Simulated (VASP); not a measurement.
VASP input:

**INCAR**
```
SYSTEM = GaN
PREC = Accurate
ENCUT = 520
EDIFF = 1E-7
NELM = 100
ALGO = Normal
LREAL = .FALSE.
LASPH = .TRUE.
ISMEAR = 0
SIGMA = 0.05
GGA = MK
PARAM1 = 0.1234
PARAM2 = 1.0
LUSE_VDW = .TRUE.
AGGAC = 0.0
LMAXMIX = 4
LWAVE = .FALSE.
LCHARG = .FALSE.
ISIF = 2
```

### POSCAR
```
GaN
3.1308770
  0.0000000000   0.7071068604   0.7071068604
  0.7071068604   0.0000000000   0.7071068604
  0.7071068604   0.7071068604   0.0000000000
Ga N
1 1
direct
  0.0000000000   0.0000000000   0.0000000000
  0.2500000000   0.2500000000   0.2500000000
```

**KPOINTS**
```
Automatic mesh
0
gamma
  10 10 10
```

POTCAR, in this order: Ga_d N (PBE.64 set). Program: vasp_std.

Q: Write an equivalent input for Quantum ESPRESSO's pw.x.

A: One equivalent input (not run):
```
&CONTROL
  calculation = 'scf'
  pseudo_dir = './pseudo'
  outdir = './out'
  tprnfor = .true.
  tstress = .true.
/
&SYSTEM
  ibrav = 0
  nat = 2
  ntyp = 2
  ecutwfc = 84
  occupations = 'smearing'
  smearing = 'gaussian'
  degauss = 0.003675
  input_dft = 'vdw-df-ob86'
/
&ELECTRONS
  conv_thr = 7.3e-09
  electron_maxstep = 100
/
ATOMIC_SPECIES
  Ga 69.723 Ga.upf
  N 14.007 N.upf
CELL_PARAMETERS angstrom
     0.0000000    2.2138646    2.2138646
     2.2138646    0.0000000    2.2138646
     2.2138646    2.2138646    0.0000000
ATOMIC_POSITIONS crystal
  Ga   0.0000000  0.0000000  0.0000000
  N    0.2500000  0.2500000  0.2500000
K_POINTS automatic
  10 10 10 0 0 0
```
What does not carry over: the potentials are each code's own (VASP's PAW set, PseudoDojo norm-conserving files in pw.x), so ENCUT and ecutwfc are chosen apart and not converted; conv_thr bounds pw.x's estimated SCF error, while EDIFF bounds the energy change between steps.

The compound is GaN in the zinc blende structure, a metastable form; wurtzite is the usual one. This cell is one point of a volume scan, at 0.94 of the reference volume.
